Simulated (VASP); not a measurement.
Level of theory: PBE GGA, VASP's PBE PAW potentials (set 64) (plane waves; VASP).

The input files of a VASP run:

### INCAR
```
SYSTEM = Tl27Br26
PREC = Normal; ENCUT = 400; LREAL = Auto
LASPH = .TRUE.; ISYM = 0; NELECT = 534.0
EDIFF = 1E-5; NELM = 100; NELMIN = 4
ALGO = Fast; LMAXMIX = 4
ISMEAR = 0; SIGMA = 0.05
GGA = PE
IBRION = 2; NSW = 60; ISIF = 2
EDIFFG = -0.03
LWAVE = .FALSE.; LCHARG = .FALSE.
```

KPOINTS:
```
Automatic mesh
0
Gamma
1 1 1
0 0 0
```

POSCAR:
```
Tl27Br26
1.0
 12.1499839509   0.0000000000   0.0000000000
  0.0000000000  12.1499839509   0.0000000000
  0.0000000000   0.0000000000  12.1499839509
Tl Br
27 26
Cartesian
  0.0000000000   0.0000000000   0.0000000000
  0.0000000000   0.0000000000   4.0499906003
  0.0000000000   0.0000000000   8.0999933506
  0.0000000000   4.0499906003   0.0000000000
  0.0000000000   4.0499906003   4.0499906003
  0.0000000000   4.0499906003   8.0999933506
  0.0000000000   8.0999933506   0.0000000000
  0.0000000000   8.0999933506   4.0499906003
  0.0000000000   8.0999933506   8.0999933506
  4.0499906003   0.0000000000   0.0000000000
  4.0499906003   0.0000000000   4.0499906003
  4.0499906003   0.0000000000   8.0999933506
  4.0499906003   4.0499906003   0.0000000000
  4.0499906003   4.0499906003   4.0499906003
  4.0499906003   4.0499906003   8.0999933506
  4.0499906003   8.0999933506   0.0000000000
  4.0499906003   8.0999933506   4.0499906003
  4.0499906003   8.0999933506   8.0999933506
  8.0999933506   0.0000000000   0.0000000000
  8.0999933506   0.0000000000   4.0499906003
  8.0999933506   0.0000000000   8.0999933506
  8.0999933506   4.0499906003   0.0000000000
  8.0999933506   4.0499906003   4.0499906003
  8.0999933506   4.0499906003   8.0999933506
  8.0999933506   8.0999933506   0.0000000000
  8.0999933506   8.0999933506   4.0499906003
  8.0999933506   8.0999933506   8.0999933506
  2.0250013751   2.0250013751   2.0250013751
  2.0250013751   2.0250013751   6.0749919754
  2.0250013751   2.0250013751  10.1249825758
  2.0250013751   6.0749919754   2.0250013751
  2.0250013751   6.0749919754   6.0749919754
  2.0250013751   6.0749919754  10.1249825758
  2.0250013751  10.1249825758   2.0250013751
  2.0250013751  10.1249825758   6.0749919754
  2.0250013751  10.1249825758  10.1249825758
  6.0749919754   2.0250013751   2.0250013751
  6.0749919754   2.0250013751   6.0749919754
  6.0749919754   2.0250013751  10.1249825758
  6.0749919754   6.0749919754   2.0250013751
  6.0749919754   6.0749919754  10.1249825758
  6.0749919754  10.1249825758   2.0250013751
  6.0749919754  10.1249825758   6.0749919754
  6.0749919754  10.1249825758  10.1249825758
 10.1249825758   2.0250013751   2.0250013751
 10.1249825758   2.0250013751   6.0749919754
 10.1249825758   2.0250013751  10.1249825758
 10.1249825758   6.0749919754   2.0250013751
 10.1249825758   6.0749919754   6.0749919754
 10.1249825758   6.0749919754  10.1249825758
 10.1249825758  10.1249825758   2.0250013751
 10.1249825758  10.1249825758   6.0749919754
 10.1249825758  10.1249825758  10.1249825758
```

POTCAR, in this order: Tl_d Br (PBE.64 set). Program: vasp_gam.

Problem. What will the output report for the number of irreducible k-points (NKPTS), largest plane-wave count, FFT grid (NGX, NGY, NGZ)?

Solution. 
- number of irreducible k-points (NKPTS) = 1
- largest plane-wave count = 16266
- FFT grid (NGX, NGY, NGZ) = 60 × 60 × 60

The cell is a supercell with a defect, built from a database entry that may be metastable or hypothetical: vac_Br, charge -1. The run is not spin-polarised, so no state with unpaired spins was tried.
